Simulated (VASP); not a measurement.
Output of a VASP run:

File OSZICAR:
```
       N       E                     dE             d eps       ncg     rms          rms(c)
DAV:   1     0.769973037640E+02    0.76997E+02   -0.57771E+03    22   0.935E+02
DAV:   2    -0.100508327199E+01   -0.78002E+02   -0.75242E+02    30   0.266E+02
DAV:   3    -0.339303284864E+01   -0.23879E+01   -0.24104E+01    28   0.428E+01
DAV:   4    -0.340546966793E+01   -0.12437E-01   -0.12428E-01    22   0.318E+00
DAV:   5    -0.340553826851E+01   -0.68601E-04   -0.68599E-04    17   0.284E-01    0.745E+00
DAV:   6    -0.263406466616E+01    0.77147E+00   -0.71168E-01    22   0.703E+00    0.474E+00
DAV:   7    -0.240185545140E+01    0.23221E+00   -0.49735E-01    22   0.592E+00    0.131E+00
DAV:   8    -0.237211217745E+01    0.29743E-01   -0.43565E-02    22   0.162E+00    0.392E-01
DAV:   9    -0.237051515679E+01    0.15970E-02   -0.50315E-04    22   0.194E-01    0.920E-02
DAV:  10    -0.237068523355E+01   -0.17008E-03   -0.12741E-03    22   0.254E-01
   1 F= -.23706852E+01 E0= -.23822814E+01  d E =0.347884E-01
```

File OUTCAR:
```
------------------------ aborting loop because EDIFF is reached ----------------------------------------
  FORCE on cell =-STRESS in cart. coord.  units (eV):
  Direction    XX          YY          ZZ          XY          YZ          ZX
  --------------------------------------------------------------------------------------
  Total      -20.4205574    -20.4196819    -20.4272830     -0.0076745     -0.0100421     -0.0084602
  in kB    -1369.5545845  -1369.4958661  -1370.0056523     -0.5147085     -0.6734970     -0.5674047
  external PRESSURE =   -1369.6853676 kB  Pullay stress =       0.0000000 kB
  volume of cell :       23.89
      direct lattice vectors                 reciprocal lattice vectors
     0.000000000  2.285895000  2.285895000    -0.218732706  0.218732706  0.218732706
     2.285895000  0.000000000  2.285895000     0.218732706 -0.218732706  0.218732706
     2.285895000  2.285895000  0.000000000     0.218732706  0.218732706 -0.218732706
  FREE ENERGIE OF THE ION-ELECTRON SYSTEM (eV)
  ---------------------------------------------------
  free  energy   TOTEN  =        -2.3706852336 eV

  energy  without entropy=       -2.4054736759  energy(sigma->0) =       -2.38228138
```
(Selected blocks of OUTCAR.)

POSCAR:
```
NaF
1
    0.0000000000     2.2858950000     2.2858950000
    2.2858950000     0.0000000000     2.2858950000
    2.2858950000     2.2858950000     0.0000000000
Na F
1 1
Direct
 -0.0009370000  -0.0013100000  -0.0037460000
  0.5009370000   0.5013100000   0.5037460000
```

Question: Write an INCAR and KPOINTS that could have produced this output.

Answer: This is not unique; one that fits is the input of the run itself, PBE GGA, plane waves, VASP's PBE PAW potentials (set 64).

File KPOINTS:
```
Automatic mesh
0
Gamma
1 1 1
0 0 0
```

**INCAR**
```
! general
SYSTEM = NaF
PREC   = Accurate
ENCUT  = 240
LREAL  = .FALSE.
LASPH  = .TRUE.

! electronic loop
EDIFF  = 1E-03
NELM   = 100
ALGO   = Normal

! smearing
ISMEAR = 1
SIGMA  = 0.2

! functional
GGA    = PE

! ions
ISIF   = 2

! output
LWAVE  = .FALSE.
LCHARG = .FALSE.
```

POTCAR, in this order: Na_pv F (PBE.64 set). Program: vasp_std.

At this cut-off the stress carries a Pulay error, which pulls relaxed volumes low.

The structure comes from a computed database's NaF entry; how it stands against other phases isn't given here. The cell was not relaxed at this level, atoms are displaced from their ideal sites. The k-mesh is coarse (spacing up to 2.38 per Å, 2π included), so the numbers may not be converged in it. The run is one of a series of settings (EDIFF = 1E-03, ENCUT = 240, ISMEAR = 1, SIGMA = 0.2, KPOINTS 1×1×1 Γ-centred mesh against the base run), some of them coarse on purpose.
